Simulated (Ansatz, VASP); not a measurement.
# Pd (Palladium) in two plane-wave programs, part 2 of 2

Aim: how closely do two programs agree when they are given the same cell, functional and k mesh? The cell is taken from a series of runs on this material, whose earlier steps may have relaxed, scaled, displaced or heated it; both programs get it as it stands.

VASP 6.6.1 and Ansatz 0.2.0.

So far: Set-up; Ansatz: relaxation of cell and atoms, PBE; VASP: relaxation of cell and atoms, PBE; Differences.

### Step 5. Ansatz: elastic constants, PBE

Level of this step: Ansatz beside VASP: Kohn-Sham DFT, plane waves, PBE (Ansatz).

Elastic constants are differences of stresses under small strains, so they test the stress and the mesh.

The cell is taken from a series of runs on this material, whose earlier steps may have relaxed, scaled, displaced or heated it; both programs get it as it stands.

input.yaml

```yaml
crystal:
  lattice:
    - [0.0, 1.9741095579, 1.9741095579]
    - [1.9741095579, 0.0, 1.9741095579]
    - [1.9741095579, 1.9741095579, 0.0]
  atoms:
    - { symbol: Pd, position: [0.0, 0.0, 0.0] }
kpoints:
  mp_grid: { grid: [22, 22, 22] }
hamiltonian:
  xc: pbe
  pseudopotentials: { kind: paw, azcp: { folder: soft_1 } }
scf:
  occupations: { method: fermi_dirac, width: 0.15 }
output:
  forces: true
  stress: true
  eigenvalues: true
elastic:
  mode: relaxed_ion
  amplitude: 0.01
```

Command:

```sh
ansatz run input.yaml --threads 4 --pin off --max-ram 8192MiB --backend cpu --events-out ev --progress --plain --runs-dir out
```

Numbers of over 12 decimals in the logs are rounded to 6 here.

The program printed:

```text
[...]
Crystal: 1 atoms, lattice volume = 15.387 Å³
Basis set: ecut = 420 eV, 307 PW (Γ), exchange–correlation on 40×40×40 points (8 copies of the dense FFT grid, shifted against one another)
Bands: 13, of which v1, the nominal top of the filled ones, is band 9 counted from 1 (8 counted from 0)
Symmetry: 48 space group operations
[...]
k-points: 328 of 10648
[...]
-2.000e-2      -1.5566       -6972.9782145       8  382747    312   relax 0 steps, max|allowed force component| 0.00e0 eV/Å
    -1.000e-2      -0.7765       -6972.9793351       5  351695    312   relax 0 steps, max|allowed force component| 0.00e0 eV/Å
     1.000e-2       0.7765       -6972.9793351       5  346116    312   relax 0 steps, max|allowed force component| 0.00e0 eV/Å
     2.000e-2       1.5566       -6972.9782145       7  353566    312   relax 0 steps, max|allowed force component| 0.00e0 eV/Å
[key lines of the parts left out:]
SCF converged after 9 iterations
Free energy (F): -6972.979709 eV
Fermi energy:    18.597747 eV
P = ⅓ Tr σ = -0.0061 GPa (-0.061 kbar)
```

### Step 6. VASP: elastic constants, PBE

The same cell, functional, mesh and smearing now go to VASP, with its own data sets.

INCAR

```
SYSTEM = Pd
PREC = Accurate
ENCUT = 500
EDIFF = 1E-08
NELM = 120
ISMEAR = -1
SIGMA = 0.15
LREAL = .FALSE.
ALGO = Normal
GGA = PE
NBANDS = 11
LASPH = .TRUE.
LORBIT = 11
LWAVE = .FALSE.
LCHARG = .FALSE.
ISIF = 3
IBRION = 6
NFREE = 2
POTIM = 0.015
NSW = 1
GGA_COMPAT = .FALSE.
KPAR = 2
```

POSCAR

```
Pd
1.0
    0.0000000000      1.9741095579      1.9741095579
    1.9741095579      0.0000000000      1.9741095579
    1.9741095579      1.9741095579      0.0000000000
Pd
1
Direct
    0.0000000000      0.0000000000      0.0000000000
```

KPOINTS

```
Automatic mesh
0
Gamma
22 22 22
0 0 0
```

Potentials, in the order of the species: Pd (PBE family, release 64).

Command:

```sh
mpirun -np 2 vasp_std
```

The program printed:

```text
[... set-up lines as in an earlier step ...]
 entering main loop
       N       E                     dE             d eps       ncg     rms          rms(c)
DAV:   1     0.410163608465E+02    0.41016E+02   -0.50073E+03  7296   0.821E+02
DAV:   2    -0.500687532707E+01   -0.46023E+02   -0.44501E+02  8142   0.178E+02
DAV:   3    -0.555843192972E+01   -0.55156E+00   -0.54968E+00  8696   0.208E+01
DAV:   4    -0.556104940634E+01   -0.26175E-02   -0.26172E-02  8666   0.152E+00
[...]
DAV:  11    -0.529090255410E+01    0.37969E-06   -0.37066E-08  9603   0.194E-03    0.356E-04
DAV:  12    -0.529090254404E+01    0.10063E-07   -0.23033E-09  6281   0.407E-04    0.725E-05
DAV:  13    -0.529090255221E+01   -0.81739E-08   -0.10024E-10  5753   0.101E-04
   1 F= -.52909026E+01 E0= -.52279251E+01  d E =-.125955E+00
[... from here on, the cycles between the ionic steps are left out ...]
   2 F= -.52884747E+01 E0= -.52248622E+01  d E =-.127225E+00
   3 F= -.52889881E+01 E0= -.52268072E+01  d E =-.124362E+00
   7 F= -.52889881E+01 E0= -.52268072E+01  d E =-.124362E+00
   8 F= -.52900785E+01 E0= -.52271789E+01  d E =-.125799E+00
   9 F= -.52900784E+01 E0= -.52271789E+01  d E =-.125799E+00
  10 F= -.52900785E+01 E0= -.52271790E+01  d E =-.125799E+00
  11 F= -.52900784E+01 E0= -.52271789E+01  d E =-.125799E+00
  12 F= -.52900785E+01 E0= -.52271790E+01  d E =-.125799E+00
  13 F= -.52900784E+01 E0= -.52271789E+01  d E =-.125799E+00
  14 F= -.52909030E+01 E0= -.52279255E+01  d E =-.125955E+00
  15 F= -.52909030E+01 E0= -.52279255E+01  d E =-.125955E+00
 Finite differences progress:
  Degree of freedom:   7/  7
  Displacement:        2/  2
  Total:              14/ 14
```

From OUTCAR (step 6):

```text
  Total       -0.0206869     -0.0206869     -0.0206869      0.0000000     -0.0000000     -0.0000000
  in kB       -2.1540820     -2.1540820     -2.1540820      0.0000000     -0.0000000     -0.0000000
  external PRESSURE =      -2.1540820 kB  Pullay stress =       0.0000000 kB

 POSITION                                       TOTAL-FORCE (eV/Angst)
 -----------------------------------------------------------------------------------
     -0.01500      0.00000      0.00000        -0.000000      0.000000      0.000000
 -----------------------------------------------------------------------------------
    total drift:                                0.000028     -0.000000     -0.000000

  FREE ENERGIE OF THE ION-ELECTRON SYSTEM (eV)
  ---------------------------------------------------
  free  energy   TOTEN  =        -5.2909029888 eV

  energy  without entropy=       -5.1649480567  energy(sigma->0) =       -5.22792552

[... 1 part as in an earlier step ...]

[... 2 further parts left out ...]
[key lines of the parts left out:]
E-fermi :   9.1448
```

The last energy, forces, stress and levels in OUTCAR belong to the last displaced cell, not to the cell of POSCAR.

Levels, forces or a CONTCAR printed for this step are those of its last displaced cell, not of the structure at rest.

### Step 7. Comparison

What differs besides the data sets and the points named for the pairs above, as far as they apply: the data sets hold 18 valence electrons in Ansatz (on its PAW soft_1 files) and 10 in VASP; VASP takes each elastic constant from one size of strain, Ansatz from those that its log lists. Total energies have different zeros and are not compared.

Both answers:

```tsv
quantity	Ansatz	VASP	difference
C11 (GPa)	204.4	201.2	+1.57 %
C22 (GPa)	204.4	201.2	+1.57 %
C33 (GPa)	204.4	201.2	+1.57 %
C12 (GPa)	145.5	144.1	+0.99 %
C13 (GPa)	145.5	144.1	+0.99 %
C23 (GPa)	145.5	144.1	+0.99 %
C44 (GPa)	77.6	76.7	+1.13 %
C55 (GPa)	77.6	76.7	+1.13 %
C66 (GPa)	77.6	76.7	+1.13 %
```

### Step 8. Summary of results

- difference in volume (relaxation of cell and atoms, PBE): 0.14 %
- difference in C11 (elastic constants, PBE): 1.6 %

The difference in C11 is 1.6 % (elastic constants, PBE), within the 5 % picked in this series as the mark of a large difference. The data sets hold unlike numbers of valence electrons (18 in Ansatz and 10 in VASP), so part of the differences comes from the potentials. How closely two codes agree says nothing of how well the functional describes the real material.

[Lines on the potential files, build, host, timing and source positions are cut from VASP's logs without a mark.]

[Logs are printed without paths, hosts, clocks, repeated set-up lines and the standing remarks that a program may print on its own settings, such as how far it seeks lower states.]

[Hosts, paths, dates, database ids (printed as entryN), source tags and the programs' standing remarks are cut or masked in the printed files.]
